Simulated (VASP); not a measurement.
Output of a VASP run:

OUTCAR:
```
 ion  position               nearest neighbor table
   1  0.333  0.667  0.250-   2 3.09   2 3.09   2 3.09   2 3.09   2 3.09   2 3.09
   2  0.667  0.333  0.750-   1 3.09   1 3.09   1 3.09   1 3.09   1 3.09   1 3.09
  LATTYP: Found a hexagonal cell.
 ALAT       =     3.1416032813
 C/A-ratio  =     1.5926794951
 Subroutine PRICEL returns:
 Original cell was already a primitive cell.
 Subroutine GETGRP returns: Found 24 space group operations
The static configuration has the point symmetry D_3d.
 The point group associated with its full space group is D_6h.
The dynamic configuration has the point symmetry D_3d.
 Subroutine INISYM returns: Found 24 space group operations
 Subroutine IBZKPT returns following result:
 Found     84 irreducible k-points:

 Following reciprocal coordinates:
            Coordinates               Weight
  0.000000  0.000000  0.000000      1.000000
  0.076923  0.000000  0.000000      6.000000
  0.153846  0.000000  0.000000      6.000000
  0.230769 -0.000000  0.000000      6.000000
  0.307692  0.000000  0.000000      6.000000
  0.384615  0.000000  0.000000      6.000000
  0.461538  0.000000  0.000000      6.000000
  0.076923  0.076923  0.000000      6.000000
  0.153846  0.076923  0.000000     12.000000
  0.230769  0.076923  0.000000     12.000000
  0.307692  0.076923  0.000000     12.000000
  0.384615  0.076923  0.000000     12.000000
  0.461538  0.076923  0.000000      6.000000
  0.153846  0.153846  0.000000      6.000000
  0.230769  0.153846  0.000000     12.000000
  0.307692  0.153846  0.000000     12.000000
  0.384615  0.153846  0.000000     12.000000
  0.230769  0.230769  0.000000      6.000000
  0.307692  0.230769  0.000000     12.000000
  0.384615  0.230769  0.000000      6.000000
  0.307692  0.307692  0.000000      6.000000
  0.000000  0.000000  0.142857      2.000000
  0.076923  0.000000  0.142857     12.000000
  0.153846  0.000000  0.142857     12.000000
  0.230769 -0.000000  0.142857     12.000000
  0.307692  0.000000  0.142857     12.000000
  0.384615  0.000000  0.142857     12.000000
  0.461538  0.000000  0.142857     12.000000
  0.076923  0.076923  0.142857     12.000000
  0.153846  0.076923  0.142857     24.000000
  0.230769  0.076923  0.142857     24.000000
  0.307692  0.076923  0.142857     24.000000
  0.384615  0.076923  0.142857     24.000000
  0.461538  0.076923  0.142857     12.000000
  0.153846  0.153846  0.142857     12.000000
  0.230769  0.153846  0.142857     24.000000
  0.307692  0.153846  0.142857     24.000000
  0.384615  0.153846  0.142857     24.000000
  0.230769  0.230769  0.142857     12.000000
  0.307692  0.230769  0.142857     24.000000
   k-points           NKPTS =     84   k-points in BZ     NKDIM =     84   number of bands    NBANDS=      6
   number of dos      NEDOS =    301   number of ions     NIONS =      2
   total plane-waves  NPLWV =  20736
   dimension x,y,z NGX =    24 NGY =   24 NGZ =   36
   dimension x,y,z NGXF=    48 NGYF=   48 NGZF=   72
   ions per type =               2
   PREC   = accura    normal or accurate (medium, high low for compatibility)
   ISTART =      0    job   : 0-new  1-cont  2-samecut
   ICHARG =      2    charge: 1-file 2-atom 10-const
   ISPIN  =      1    spin polarized calculation?
   LNONCOLLINEAR =      F non collinear calculations
   LSORBIT =      F    spin-orbit coupling
   INIWAV =      1    electr: 0-lowe 1-rand  2-diag
   ENCUT  =  500.0 eV  36.75 Ry    6.06 a.u.   5.73  5.73  9.12*2*pi/ulx,y,z
   NELM   =    100;   NELMIN=  2; NELMDL= -5     # of ELM steps
   EDIFF  = 0.1E-05   stopping-criterion for ELM
   LREAL  =      F    real-space projection
   NLSPLINE    = F    spline interpolate recip. space projectors
   LMAXMIX     =    2 max onsite mixed and CHGCAR
   VOSKOWN=      0    Vosko Wilk Nusair interpolation
   EDIFFG = -.2E-01   stopping-criterion for IOM
   NSW    =     40    number of steps for IOM
...
```

File OSZICAR:
```
       N       E                     dE             d eps       ncg     rms          rms(c)
DAV:   1    -0.850302038832E+00   -0.85030E+00   -0.12889E+03  1008   0.461E+02
DAV:   2    -0.360668781454E+01   -0.27564E+01   -0.26697E+01  1326   0.284E+01
DAV:   3    -0.363059876858E+01   -0.23911E-01   -0.23478E-01  1488   0.321E+00
DAV:   4    -0.363066138502E+01   -0.62616E-04   -0.62616E-04  1392   0.131E-01
DAV:   5    -0.363066157595E+01   -0.19093E-06   -0.19074E-06  1410   0.551E-03    0.937E-01
DAV:   6    -0.361888869399E+01    0.11773E-01   -0.52276E-04  1218   0.192E-01    0.595E-01
DAV:   7    -0.360963077339E+01    0.92579E-02   -0.18277E-03  1116   0.351E-01    0.296E-02
DAV:   8    -0.360962228634E+01    0.84870E-05   -0.12935E-05  1656   0.274E-02    0.666E-03
DAV:   9    -0.360962119196E+01    0.10944E-05   -0.74215E-07  1026   0.602E-03    0.596E-04
DAV:  10    -0.360962117719E+01    0.14772E-07   -0.10513E-08   756   0.783E-04
   1 F= -.36096212E+01 E0= -.36088917E+01  d E =-.360962E+01
       N       E                     dE             d eps       ncg     rms          rms(c)
DAV:   1    -0.361057819243E+01   -0.95700E-03   -0.27770E-03  1392   0.300E-01    0.163E-02
DAV:   2    -0.361057571372E+01    0.24787E-05   -0.12444E-05  1152   0.256E-02    0.102E-02
DAV:   3    -0.361057344181E+01    0.22719E-05   -0.25745E-06  1224   0.724E-03    0.272E-04
DAV:   4    -0.361057344348E+01   -0.16751E-08   -0.38775E-08   660   0.158E-03
   2 F= -.36105734E+01 E0= -.36099251E+01  d E =-.952266E-03
       N       E                     dE             d eps       ncg     rms          rms(c)
DAV:   1    -0.361099685565E+01   -0.42341E-03   -0.44395E-03  1374   0.376E-01    0.207E-02
DAV:   2    -0.361099275652E+01    0.40991E-05   -0.20248E-05  1152   0.326E-02    0.129E-02
DAV:   3    -0.361098901925E+01    0.37373E-05   -0.42331E-06  1266   0.917E-03    0.334E-04
DAV:   4    -0.361098902198E+01   -0.27309E-08   -0.59323E-08   654   0.197E-03
   3 F= -.36109890E+01 E0= -.36105439E+01  d E =-.136784E-02
       N       E                     dE             d eps       ncg     rms          rms(c)
DAV:   1    -0.361110543013E+01   -0.11641E-03   -0.72027E-04  1410   0.166E-01    0.917E-03
DAV:   2    -0.361110388769E+01    0.15424E-05   -0.31235E-06  1170   0.135E-02    0.582E-03
DAV:   3    -0.361110265414E+01    0.12335E-05   -0.66064E-07   696   0.385E-03    0.267E-04
DAV:   4    -0.361110265217E+01    0.19784E-08   -0.20248E-08   570   0.105E-03
   4 F= -.36111027E+01 E0= -.36107402E+01  d E =-.113630E-03
```

### OUTCAR
```
------------------------ aborting loop because EDIFF is reached ----------------------------------------
  FORCE on cell =-STRESS in cart. coord.  units (eV):
  Direction    XX          YY          ZZ          XY          YZ          ZX
  --------------------------------------------------------------------------------------
  Total       -0.0089472     -0.0089472     -0.0040959      0.0000000      0.0000000      0.0000000
  in kB       -0.3342043     -0.3342044     -0.1529924      0.0000000      0.0000000      0.0000000
  external PRESSURE =      -0.2738003 kB  Pullay stress =       0.0000000 kB
  volume of cell :       42.89
      direct lattice vectors                 reciprocal lattice vectors
     1.563918814 -2.708787263 -0.000000000     0.319709691 -0.184584447  0.000000000
     1.563918814  2.708787263 -0.000000000     0.319709691  0.184584447  0.000000000
    -0.000000000 -0.000000000  5.062540233     0.000000000  0.000000000  0.197529294
 POSITION                                       TOTAL-FORCE (eV/Angst)
 -----------------------------------------------------------------------------------
      1.56392      0.90293      1.26564         0.000000      0.000000      0.000000
      1.56392     -0.90293      3.79691        -0.000000     -0.000000      0.000000
 -----------------------------------------------------------------------------------
    total drift:                               -0.000000     -0.000006      0.000001
  FREE ENERGIE OF THE ION-ELECTRON SYSTEM (eV)
  ---------------------------------------------------
  free  energy   TOTEN  =        -3.6111026522 eV

  energy  without entropy=       -3.6100151891  energy(sigma->0) =       -3.61074016

 reached required accuracy - stopping structural energy minimisation
```
(Selected blocks of OUTCAR.)

**POSCAR**
```
Mg
1
    1.5708014568    -2.7207083564     0.0000000000
    1.5708014568     2.7207083564     0.0000000000
    0.0000000000     0.0000000000     5.0035671278
Mg
2
Direct
  0.3333330000   0.6666670000   0.2500000000
  0.6666670000   0.3333330000   0.7500000000
```

**Question.** Write an INCAR and KPOINTS that could have produced this output.

**Answer.** This is not unique; one that fits is the input of the run itself, LDA (Ceperley-Alder, Perdew-Zunger), plane waves, VASP's LDA PAW potentials (set 64).

File KPOINTS:
```
Automatic mesh
0
Gamma
13 13 7
0 0 0
```

INCAR:
```
ALGO = Normal
EDIFF = 1E-6
EDIFFG = -0.02
ENCUT = 500
IBRION = 2
ISIF = 3
ISMEAR = 1
LASPH = T
LCHARG = F
LREAL = F
LWAVE = F
NELM = 100
NSW = 40
PREC = Accurate
SIGMA = 0.1
SYSTEM = Mg
```

POTCAR, in this order: Mg (LDA.64 set). Program: vasp_std.

The compound is Mg in the hcp structure. This run relaxes it. Symmetry was kept, so distortions that lower it aren't found.
